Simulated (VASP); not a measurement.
OSZICAR of a VASP run on CeO2 (fluorite):

File OSZICAR:
```
       N       E                     dE             d eps       ncg     rms          rms(c)
DAV:   1     0.226728488232E+03    0.22673E+03   -0.11418E+04   520   0.199E+03
DAV:   2     0.119507512912E+02   -0.21478E+03   -0.20622E+03   744   0.308E+02
DAV:   3    -0.299865586522E+02   -0.41937E+02   -0.38007E+02   672   0.149E+02
DAV:   4    -0.317037403892E+02   -0.17172E+01   -0.17170E+01   784   0.341E+01
DAV:   5    -0.317839786266E+02   -0.80238E-01   -0.80237E-01   832   0.658E+00    0.314E+01
DAV:   6    -0.266540289215E+02    0.51299E+01   -0.14002E+01   728   0.299E+01    0.226E+01
DAV:   7    -0.267999018957E+02   -0.14587E+00   -0.16187E+01   784   0.292E+01    0.981E+00
DAV:   8    -0.267944280958E+02    0.54738E-02   -0.29348E+01   760   0.503E+01    0.184E+01
DAV:   9    -0.271589360422E+02   -0.36451E+00   -0.64607E-01   736   0.944E+00    0.863E+00
DAV:  10    -0.263486497055E+02    0.81029E+00   -0.21639E+00   760   0.133E+01    0.365E+00
DAV:  11    -0.262744403200E+02    0.74209E-01   -0.16507E-01   920   0.384E+00    0.263E+00
DAV:  12    -0.262432103733E+02    0.31230E-01   -0.45387E-02   768   0.200E+00    0.184E+00
DAV:  13    -0.262389187451E+02    0.42916E-02   -0.69558E-03   784   0.690E-01    0.182E+00
DAV:  14    -0.262110946404E+02    0.27824E-01   -0.44542E-01   752   0.600E+00    0.842E-01
DAV:  15    -0.262100557637E+02    0.10389E-02   -0.78320E-03   800   0.737E-01    0.655E-01
DAV:  16    -0.262086035230E+02    0.14522E-02   -0.61456E-03   792   0.599E-01    0.336E-01
DAV:  17    -0.262081723948E+02    0.43113E-03   -0.10853E-03   704   0.320E-01    0.176E-01
DAV:  18    -0.262079673448E+02    0.20505E-03   -0.94745E-04   872   0.276E-01    0.713E-02
DAV:  19    -0.262079476142E+02    0.19731E-04   -0.78186E-05   736   0.815E-02    0.479E-02
DAV:  20    -0.262079394418E+02    0.81723E-05   -0.22647E-05   872   0.455E-02    0.225E-02
DAV:  21    -0.262079371600E+02    0.22819E-05   -0.43528E-06   584   0.213E-02    0.855E-03
DAV:  22    -0.262079372623E+02   -0.10233E-06   -0.35432E-07   320   0.767E-03
   1 F= -.26207937E+02 E0= -.26207937E+02  d E =-.335860E-11
```

### Question
Which electronic solver shows in the log?

### Answer
It is blocked Davidson (ALGO = Normal, or the opening steps of other solvers). The INCAR had ALGO = Normal.

### Question
How was spin treated?

### Answer
Without spin polarisation: there is no mag entry.

### Question
Can the final energy be trusted as converged?

### Answer
Self-consistency was reached. It stopped with EDIFF = 1E-6, NELM = 100 (PBE GGA, plane waves, VASP's PBE PAW potentials (set 64)).

The compound is CeO2 in the fluorite structure. The cell was not relaxed at this level. The run is one of a series of settings (AMIX = 0.2, BMIX = 1.0, IMIX = 4 against the base run), some of them coarse on purpose. The run is not spin-polarised, so no magnetic state was tried.
